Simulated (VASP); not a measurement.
An input for Ansatz (written as the equivalent of a VASP run, and not itself run):

Ansatz 0.2 input:
```yaml
crystal:
  lattice:
    - [0.0000000, 2.4417692, 2.4417692]
    - [2.4417692, 0.0000000, 2.4417692]
    - [2.4417692, 2.4417692, 0.0000000]
  atoms:
    - { symbol: Mg, position: [0.0000000, 0.0000000, 0.0000000] }
    - { symbol: S, position: [0.5000000, 0.5000000, 0.5000000] }
kpoints:
  mp_grid: { grid: [9, 9, 9] }
hamiltonian:
  xc: pbesol
  pseudopotentials: { kind: paw }
scf:
  occupations: { method: gaussian, width: 0.05 }
  max_iter: 100
relax:
  max_steps: 40
  f_tol: 0.02
  cell: { p_target: 20 }
output: { forces: true, stress: true, eigenvalues: true }
```

Question: Write the VASP files for the same calculation (PBEsol).

Answer: One answer among several that fit: 
POSCAR:
```
MgS
1
    0.0000000000     2.4417691625     2.4417691625
    2.4417691625     0.0000000000     2.4417691625
    2.4417691625     2.4417691625     0.0000000000
Mg S
1 1
Direct
  0.0000000000   0.0000000000   0.0000000000
  0.5000000000   0.5000000000   0.5000000000
```

KPOINTS:
```
Regular mesh
0
G
9 9 9
0 0 0
```

### INCAR
```
ALGO=Normal
EDIFF=1E-6
EDIFFG=-0.02
ENCUT=500
GGA=PS
IBRION=2
ISIF=3
ISMEAR=0
LASPH=.TRUE.
LCHARG=.FALSE.
LREAL=.FALSE.
LWAVE=.FALSE.
NELM=100
NSW=40
PREC=Accurate
PSTRESS=200
SIGMA=0.05
SYSTEM=MgS
```

POTCAR, in this order: Mg S (PBE.64 set). Program: vasp_std.

The two are equivalent in intent, not identical: each code has its own PAW files, so the cut-off isn't converted (ENCUT is set for VASP's; basis.ecutwfc is left out, and Ansatz then takes the one that its files recommend); Ansatz stops its SCF on the density residual and VASP on the energy change (EDIFF).

The structure was generated: MgS was put into the rock salt type (Fm-3m), which need not be its known phase. It was relaxed first under an external pressure of 20 GPa.
